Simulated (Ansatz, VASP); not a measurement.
# InP: VASP beside Ansatz, part 2 of 2

Wanted: the spread between two codes on one cell, functional and k mesh. The cell is taken from a series of runs on this material, whose earlier steps may have relaxed, scaled, displaced or heated it; both programs get it as it stands.

VASP 6.6.1 and Ansatz 0.2.0.

So far: Set-up; VASP: G0W0 gap, r2SCAN.

### Step 3. Ansatz: G0W0 gap, r2SCAN

Level of this step: Ansatz beside VASP: Kohn-Sham DFT, plane waves, r2SCAN (Ansatz).

Ansatz runs on its default PAW (the set named soft_2) files.

The same cell, functional and mesh now go to Ansatz, which takes its cutoff from its data sets.

The input, input.yaml:

```yaml
crystal:
  lattice:
    - [-2.0928981842, -2.959805, 2.0571486288]
    - [2.0928981842, -2.959805, 2.0571486288]
    - [0.0, 0.0, 4.1142972576]
  atoms:
    - { symbol: In, position: [0.0014542554, 0.0014542554, -0.0014542554] }
    - { symbol: P, position: [0.7485457446, 0.7485457446, 0.7514542554] }
kpoints:
  mp_grid: { grid: [6, 6, 6] }
hamiltonian:
  xc: r2scan
scf:
  occupations: { method: fixed }
gw:
  n_empty_bands: 212
  ecut_chi: 150.0
  qp_bands: [v3, c2]
  screening: { model: contour_deformation }
```

On the command line:

```
ansatz run input.yaml --threads 14 --pin off --max-ram 73728MiB --backend cpu --events-out ev --progress --plain --runs-dir out
```

Numbers of over 12 decimals in the logs are rounded to 6 here.

The log of the run:

```text
Engine: ansatz 0.2.0, aarch64-unknown-linux-gnu
Pseudopotentials: kind: paw
Pseudopotential: In, paw, valence charge 13, recommended cutoff 500 eV (meta_gga), In.paw.azcp
Pseudopotential: P, paw, valence charge 5, recommended cutoff 500 eV (meta_gga), P.paw.azcp
Functional definition: r2SCAN
  parameter k0 = 0.174
  parameter k1 = 0.065
  parameter a1 = 4.9479
  exchange = r2scan_x(k0 = k0, k1 = k1, a1 = a1)
  correlation = r2scan_c
Crystal: 2 atoms, lattice volume = 50.973 Å³
Basis set: ecut = 500 eV, 1307 PW (Γ), exchange–correlation on 128×128×128 points (64 copies of the dense FFT grid, shifted against one another)
Bands: 13, of which v1, the nominal top of the filled ones, is band 9 counted from 1 (8 counted from 0)
Symmetry: 4 space group operations
Space group: Imm2 (ITA 44), of the structure as read, at distance tolerance 3.7e-5 Å
k-points: 46 of 216 (time reversal used)
Non-local potential: In, projectors of the file, l = 0: 2, l = 1: 2, l = 2: 2, l = 3: 2
Non-local potential: P, projectors of the file, l = 0: 2, l = 1: 2, l = 2: 2
PAW form: soft (Blöchl's): semilocal exchange-correlation on the pseudo side does not see the compensation charge
PAW frozen core: In, regenerated for the run's functional (the file was generated under x = pbe(κ = 0.804, μ = 0.219515), c = pbe(β = 0.066725))
PAW frozen core: P, regenerated for the run's functional (the file was generated under x = pbe(κ = 0.804, μ = 0.219515), c = pbe(β = 0.066725))
PAW one-centre angular grid: In, 590 points (default); XC on 289 of its mesh's 2783 points in the sphere
PAW one-centre angular grid: P, 302 points (default); XC on 160 Gauss nodes
Initial density: superposition of atomic densities (neutral atoms: chi_scale 0, normalization atom), corrected by the library's trained network
Initial wavefunctions: pseudopotential atomic-orbital guess
Functional: x = r2scan, c = r2scan; τ floored in thin density (d = 2e-4 eV/Å³)
SCF iter   1: F=—  HF=-6371.717337 eV  |F-HF|=—  |Δ(HF+E_count)|=         —  Δρ=6.90e-3  dr2=1.77e-2  dr2_τ=1.08e-2  ethr=1.77e-3  ⟨swp⟩=5.0  Hψ=3248  notcnv=0  defer=86
preconditioner: auto → none  [insulator: Δε(μ)=0.950 eV  Ē_g=15.511 eV  n_scr=14 (ndim 8)  ℏωp=22.1 eV  f_vac=0.022  ε∞_Penn≈3.0]
SCF iter   2: F=—  HF=-6371.725105 eV  |F-HF|=—  |Δ(HF+E_count)|=   7.77e-3  Δρ=1.85e-3  dr2=1.97e-3  dr2_τ=1.11e-4  ethr=9.84e-5  ⟨swp⟩=3.0  Hψ=1546  notcnv=0  defer=92
SCF iter   3: F=—  HF=-6371.725119 eV  |F-HF|=—  |Δ(HF+E_count)|=   1.41e-5  Δρ=1.10e-3  dr2=3.61e-4  dr2_τ=1.06e-5  ethr=1.10e-5  ⟨swp⟩=3.2  Hψ=1107  notcnv=0  defer=92
SCF iter   4: F=—  HF=-6371.725209 eV  |F-HF|=—  |Δ(HF+E_count)|=   9.06e-5  Δρ=5.20e-4  dr2=8.17e-5  dr2_τ=1.43e-6  ethr=2.00e-6  ⟨swp⟩=1.9  Hψ=688  notcnv=0  defer=91
SCF iter   5: F=—  HF=-6371.725220 eV  |F-HF|=—  |Δ(HF+E_count)|=   1.10e-5  Δρ=1.11e-4  dr2=3.56e-6  dr2_τ=7.46e-8  ethr=4.54e-7  ⟨swp⟩=2.2  Hψ=881  notcnv=0  defer=79
SCF iter   6: F=-6371.725221 eV  HF=-6371.725221 eV  |F-HF|=1.21e-8  |Δ(HF+E_count)|=   7.56e-7  Δρ=1.67e-5  dr2=8.72e-8  dr2_τ=1.92e-9  ethr=5.56e-10  ⟨swp⟩=5.3  Hψ=3284  notcnv=0
SCF 1 converged in 6 iterations: F = -6371.725221 eV  dr2 = 8.72e-8
  greatest PAW one-centre occupation: 0.981 electrons in one spin orbital (limit 2), on the In atom at site 0 (counted from 0), in its partial waves of l = 2
NSCF: frozen V_eff on 46 k-points
G₀W₀ screening: q 1/46
[... further progress lines ...]
NSCF: frozen V_eff on 1 k-points
NSCF: frozen V_eff on 1 k-points
[...]
SCF converged after 6 iterations
Free energy (F): -6371.725221 eV
Harris-Foulkes:  -6371.725221 eV  (|F-HF|=1.21e-8)
Internal energy: -6371.725221 eV  (E = F + TS)
E sigma→0 (E₀):  -6371.725221 eV
Fermi energy:    6.736996 eV
--- Per-component energies (eV) ---
  E_band       = -63.982375
  E_kinetic    = 313.060213
  E_local      = -1407.334108  (includes V_loc(G=0)·N_el)
  E_nonlocal   = 401.562696
  E_hartree    = 556.057388
  E_xc         = -258.920614
  E_vxc        = -171.121996  (∫ρ·V_xc dr)
  E_paw        = -4761.423218  (= ΣΔE_a)
  E_vpaw       = -322.472335  (= ΣTr[D̂ρ^β])
  E_aug_tail   = 0.000008  (compensation charges beyond the density's cutoff)
  E_vtau       = 10.213974  (kinetic-family band-sum trace: ∫τ·v_τ [+ j·A + Jᵃ·Aᵃ] dr)
  E_ewald      = -1215.602290
  E_core_change = 0.874704  (= ΣΔE_core)
  E_smearing   = -0.000000  (= −TS)
  E_closure    = 0.000000  (closes the sum)
  Σ components = -6371.725221   (vs F -6371.725221, Δ=0.00e0)
--- Band table (eV; the first three rows and the last of 46) ---
  k-point 0: bands = [... 5 lower, -5.2471, 6.6191, 6.6320, 6.7370, 7.7462, 10.9886, 11.1044, 11.1794]
  k-point 1: bands = [... 5 lower, -4.9192, 4.5489, 6.3129, 6.3485, 8.7566, 11.4615, 11.4876, 11.6309]
[...]
24    11     10.8885    -7.5941    -4.3525   -11.9543  0.7635    10.8962    10.8962  root
    25     7      2.6361   -16.9692     2.4831   -14.0382  0.7086     2.1813     2.1882  root
    25     8      5.1338   -15.6415     1.4844   -13.7044  0.7497     4.6749     4.6812  root
    25     9      5.4385   -15.8590     1.5370   -13.8702  0.7501     4.9808     4.9869  root
    25    10      9.8157    -8.4451    -4.0371   -12.4921  0.7733     9.8257     9.8257  root
    25    11     10.6452    -7.4701    -4.2831   -11.7504  0.7656    10.6424    10.6424  root
    26     7      1.7276   -17.2203     2.8940   -13.9009  0.6979     1.2979     1.3023  root
    26     8      3.9072   -15.1251     2.0319   -12.6199  0.7312     3.4251     3.4339  root
    26     9      4.9084   -15.5266     1.6483   -13.4182  0.7464     4.4416     4.4484  root
    26    10     10.4568    -8.4692    -4.2694   -12.8153  0.7636    10.5336    10.5334  root
    26    11     10.7432    -7.2043    -4.3078   -11.4693  0.7651    10.7004    10.7004  root
    27     7      1.0911   -16.8537     3.1292   -13.3090  0.6955     0.6708     0.6757  root
    27     8      3.5153   -15.0990     2.2158   -12.4098  0.7222     3.0325     3.0420  root
    27     9      4.5290   -15.3191     1.7981   -13.0531  0.7417     4.0537     4.0612  root
    27    10     10.5711    -8.4953    -4.3396   -12.8947  0.7611    10.6310    10.6308  root
    27    11     11.2206    -6.3857    -4.2752   -10.5988  0.7657    11.1586    11.1585  root
    28     7      1.7103   -17.2096     2.8893   -13.8964  0.6977     1.2818     1.2864  root
    28     8      3.9447   -15.1257     2.0249   -12.6278  0.7316     3.4628     3.4717  root
    28     9      4.9197   -15.5236     1.6605   -13.4005  0.7463     4.4502     4.4571  root
    28    10     10.4977    -8.2033    -4.2659   -12.5249  0.7641    10.5535    10.5534  root
    28    11     10.8821    -7.4610    -4.3524   -11.7923  0.7631    10.8610    10.8610  root
    29     7      1.0868   -16.4869     3.1990   -12.8823  0.6915     0.6766     0.6812  root
    29     8      4.4606   -15.4882     1.7407   -13.2808  0.7417     3.9863     3.9939  root
    29     9      5.3556   -15.8818     1.5825   -13.8452  0.7494     4.8953     4.9016  root
[...]
44     9      5.0764   -15.7657     1.6920   -13.6132  0.7463     4.6092     4.6159  root
    44    10      9.7443    -7.2598    -3.9767   -11.2051  0.7810     9.7129     9.7129  root
    44    11     12.0441    -7.6376    -4.8946   -12.5788  0.7324    12.0907    12.0906  root
    45     7      0.8041   -17.0692     3.2464   -13.4050  0.6919     0.3818     0.3864  root
    45     8      4.2380   -15.4333     1.9700   -12.9994  0.7365     3.7665     3.7741  root
    45     9      4.4228   -15.5021     1.9475   -13.0873  0.7380     3.9480     3.9555  root
    45    10      8.6822    -6.4777    -3.6400   -10.0012  0.7902     8.5659     8.5656  root
    45    11      9.2892    -7.6525    -3.9125   -11.5692  0.7814     9.2934     9.2934  root
```

### Step 4. Differences

Known differences besides the potentials themselves: VASP keeps PBE cores, Ansatz makes them for the functional; fixed occupations in Ansatz, narrow Gaussian smearing in VASP; the cutoff is 500 eV in Ansatz and 300 eV in VASP; Ansatz integrates over frequency by contour deformation, VASP on a grid of NOMEGA points. Total energies have different zeros and are not compared.

Both answers:

| quantity | Ansatz | VASP | difference |
| --- | --- | --- | --- |
| G0W0 gap on the mesh (eV) | 1.32 | 1.32 | 0.00 |
| Kohn-Sham gap under it (eV) | 1.01 | 0.99 | +0.02 |

### Step 5. Outcome

```
difference in G0W0 gap on the mesh (G0W0 gap, r2SCAN) : -0.0039 eV
```

In words: The difference in G0W0 gap on the mesh is -0.0039 eV (G0W0 gap, r2SCAN). Such differences can come from data sets, numerical settings and the points named under the comparisons, not from the functional's error against experiment.

[Lines on the potential files, build, host, timing and source positions are cut from VASP's logs without a mark.]

[Logs are printed without paths, hosts, clocks, repeated set-up lines and the standing remarks that a program may print on its own settings, such as how far it seeks lower states.]

[Hosts, paths, dates, database ids (printed as entryN), source tags and the programs' standing remarks are cut or masked in the printed files.]
